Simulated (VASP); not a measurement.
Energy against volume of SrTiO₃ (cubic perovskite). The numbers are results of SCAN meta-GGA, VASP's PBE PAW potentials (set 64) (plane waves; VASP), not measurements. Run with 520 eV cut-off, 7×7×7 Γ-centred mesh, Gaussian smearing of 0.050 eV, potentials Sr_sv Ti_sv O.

```
V (Å³/atom)  E (eV/atom)
-----------  -----------
11.222         -14.87110
11.580         -14.89426
11.938         -14.90212
12.296         -14.89707
```

Q: Fit these four points and predict the energy of the run at 12.654 Å³/atom.

A: A cubic in V^(−2/3), the third-order Birch-Murnaghan form, passes through the four points with V0 = 11.97 Å³/atom and B0 = 190 GPa, and gives -14.8811 eV/atom there. The run gave -14.8807 eV/atom, +0.5 meV/atom from the fit; all five points give B0 = 192 GPa.

The compound is SrTiO3 in the cubic perovskite structure, the ideal cubic form; the compound distorts at low or room temperature. It was relaxed first.
